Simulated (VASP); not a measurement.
VASP runs on TiS2 (1T layered) share one base input (PBE GGA, plane waves, VASP's PBE PAW potentials (set 64)) and change the settings named in each case.

### INCAR
```
ALGO = Normal
EDIFF = 1E-6
ENCUT = 400
GGA = PE
ISIF = 2
ISMEAR = 1
LASPH = T
LCHARG = F
LMAXMIX = 4
LREAL = F
LWAVE = F
NELM = 100
PREC = Accurate
SIGMA = 0.1
SYSTEM = TiS2
```

### KPOINTS
```
kpoints
0
Gamma
 9 9 5
```

File POSCAR:
```
TiS2
3.47820
  0.5000000000  -0.8660255304   0.0000000000
  0.5000000000   0.8660255304   0.0000000000
  0.0000000000   0.0000000000   1.6715542522
Ti S
1 2
Cartesian
  0.0000000000   0.0000000000   0.0000000000
  0.5000000000   0.2886757542   0.4178885630
  0.5000000000  -0.2886757542   1.2536656891
```

POTCAR, in this order: Ti_sv S (PBE.64 set). Program: vasp_std.

```json
[
 {"change": "base run", "E(σ→0) (eV/atom)": "-6.6245", "pressure (GPa)": "-4.85"},
 {"change": "AGGAC = 0.0, GGA = BO, LUSE_VDW = .TRUE., PARAM1 = 0.1833333333, PARAM2 = 0.22", "E(σ→0) (eV/atom)": "-4.6819", "pressure (GPa)": "(withheld)"},
 {"change": "GGA = 91", "E(σ→0) (eV/atom)": "-6.6378", "pressure (GPa)": "(withheld)"},
 {"change": "IVDW = 11", "E(σ→0) (eV/atom)": "-6.8312", "pressure (GPa)": "-6.13"},
 {"change": "IVDW = 13", "E(σ→0) (eV/atom)": "-6.9119", "pressure (GPa)": "-7.12"}
]
```

### Question
Fill in the missing entries.

### Answer

- GGA = 91, pressure (GPa): -4.88
- AGGAC = 0.0, GGA = BO, LUSE_VDW = .TRUE., PARAM1 = 0.1833333333, PARAM2 = 0.22, pressure (GPa): -5.24

Energies of different potentials or functionals have different zeros.

Left out are runs that ran out of time, are held back, or changed the cell or the kind of run, fixed moments of cells without a moment, rows past the twelfth, gaps on odd meshes, pressures of charged cells and columns that move by less than the noise.

The compound is TiS2 in the 1T layered structure. The cell was not relaxed at this level.
